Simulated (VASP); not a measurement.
An input for Ansatz (written as the equivalent of a VASP run, and not itself run):

Ansatz 0.2 input:
```yaml
crystal:
  lattice:
    - [0.0000000, 3.4900000, 3.4900000]
    - [3.4900000, 0.0000000, 3.4900000]
    - [3.4900000, 3.4900000, 0.0000000]
  symmetry: { detect: false }
  atoms:
    - { symbol: Sr, position: [0.0000000, 0.0000000, 0.0000000] }
    - { symbol: Cl, position: [0.2500000, 0.2500000, 0.2500000] }
    - { symbol: Cl, position: [0.7500000, 0.7500000, 0.7500000] }
kpoints:
  mp_grid: { grid: [6, 6, 6] }
hamiltonian:
  xc: pbe
  pseudopotentials: { kind: paw }
scf:
  occupations: { method: gaussian, width: 0.05 }
  max_iter: 100
output: { forces: true, stress: true, eigenvalues: true }
```

Q: Write the VASP files for the same calculation (PBE).

A: Several could match; the one computed here: 
### KPOINTS
```
K-points
0
Gamma
6 6 6
0 0 0
```

**INCAR**
```
# general
SYSTEM =SrCl2
PREC   =Accurate
ENCUT  =400
LREAL  =.FALSE.
LASPH  =.TRUE.
ISYM   =-1

# electronic loop
EDIFF  =1E-6
NELM   =100
ALGO   =Normal   # blocked Davidson
LMAXMIX=4

# smearing
ISMEAR =0   # Gaussian
SIGMA  =0.05   # width (eV)

# functional
GGA    =PE   # PBE

# ions
ISIF   =2   # forces and stress, cell fixed

# output
LWAVE  =.FALSE.
LCHARG =.FALSE.
```

**POSCAR**
```
SrCl2
1
    0.0000000000     3.4900000000     3.4900000000
    3.4900000000     0.0000000000     3.4900000000
    3.4900000000     3.4900000000     0.0000000000
Sr Cl
1 2
Direct
  0.0000000000   0.0000000000   0.0000000000
  0.2500000000   0.2500000000   0.2500000000
  0.7500000000   0.7500000000   0.7500000000
```

POTCAR, in this order: Sr_sv Cl (PBE.64 set). Program: vasp_std.

Limits of the translation: each code has its own PAW files, so the cut-off isn't converted (ENCUT is set for VASP's; basis.ecutwfc is left out, and Ansatz then takes the one that its files recommend); Ansatz stops its SCF on the density residual and VASP on the energy change (EDIFF).

The compound is SrCl2 in the fluorite structure. The cell was not relaxed at this level. The run is one of a series of settings (ISYM = -1 against the base run), some of them coarse on purpose.
